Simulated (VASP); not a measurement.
Input:

```
Sn
1.0
   -1.89465     1.89465     1.89465
    1.89465    -1.89465     1.89465
    1.89465     1.89465    -1.89465
Sn
1
Direct
  0.00000   0.00000   0.00000
```

These are r2SCAN meta-GGA, VASP's PBE PAW potentials (set 64) (plane waves; VASP) values and carry that method's errors. Run with 400 eV cut-off, 12×12×12 Γ-centred mesh, first-order Methfessel-Paxton smearing of 0.10 eV, potentials Sn_d.

**Question.** The ions, cell shape and volume are relaxed. Predict the relaxed structure.

**Answer.** 
```
Sn
1.0
   -1.88565     1.88565     1.88565
    1.88565    -1.88565     1.88565
    1.88565     1.88565    -1.88565
Sn
1
Direct
  0.00000   0.00000   0.00000
```
Space group Im-3m (229), at a tolerance of 0.03 Å.

**Question.** How do energy and volume change from the first to the last step?

**Answer.** The energy (σ→0) changes by -0.9 meV/atom and the volume by -1.4 %, in 3 ionic steps.

| step | E(σ→0) (eV) | max force (eV/Å) | pressure (GPa) | volume (Å³) |
|---|---|---|---|---|
| 1 | -24.5030 | 0.000 | -0.75 | 27.20 |
| 2 | -24.5039 | 0.000 | 0.24 | 26.71 |
| 3 | -24.5039 | 0.000 | 0.01 | 26.82 |

The structure comes from a computed database's Sn entry (Im-3m); how it stands against other phases isn't given here. This run relaxes it. Symmetry was kept, so distortions that lower it aren't found.
